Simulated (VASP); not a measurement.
OSZICAR of a VASP run on Si (diamond):

### OSZICAR
```
       N       E                     dE             d eps       ncg     rms          rms(c)
DAV:   1     0.970170339631E+01    0.97017E+01   -0.32706E+03   464   0.770E+02
DAV:   2    -0.823915112620E+01   -0.17941E+02   -0.17515E+02   752   0.830E+01
DAV:   3    -0.847916893866E+01   -0.24002E+00   -0.24002E+00   576   0.121E+01
DAV:   4    -0.848017094877E+01   -0.10020E-02   -0.10020E-02   736   0.902E-01
DAV:   5    -0.848017280506E+01   -0.18563E-05   -0.18563E-05   576   0.315E-02    0.400E+00
DAV:   6    -0.838713113260E+01    0.93042E-01   -0.99814E-02   552   0.175E+00    0.252E+00
DAV:   7    -0.834391857844E+01    0.43213E-01   -0.22335E-01   576   0.258E+00    0.272E-01
DAV:   8    -0.834439882290E+01   -0.48024E-03   -0.67338E-03   568   0.567E-01    0.806E-02
DAV:   9    -0.834432338123E+01    0.75442E-04   -0.48907E-04   600   0.141E-01    0.453E-02
DAV:  10    -0.834434150844E+01   -0.18127E-04   -0.36745E-05   592   0.563E-02    0.278E-02
DAV:  11    -0.834434117895E+01    0.32949E-06   -0.77738E-07   680   0.839E-03    0.727E-04
DAV:  12    -0.834434114120E+01    0.37742E-07   -0.28644E-08   496   0.159E-03
   1 F= -.83443411E+01 E0= -.83443411E+01  d E =-.733720E-12
```

### Question
Which electronic solver shows in the log?

### Answer
It is blocked Davidson (ALGO = Normal, or the opening steps of other solvers). The INCAR had ALGO = Normal.

### Question
Can the final energy be trusted as converged?

### Answer
Self-consistency was reached. It stopped with EDIFF = 1E-7, NELM = 100 (optB88-vdW, plane waves, VASP's PBE PAW potentials (set 64)).

The compound is Si in the diamond structure. It was relaxed first.
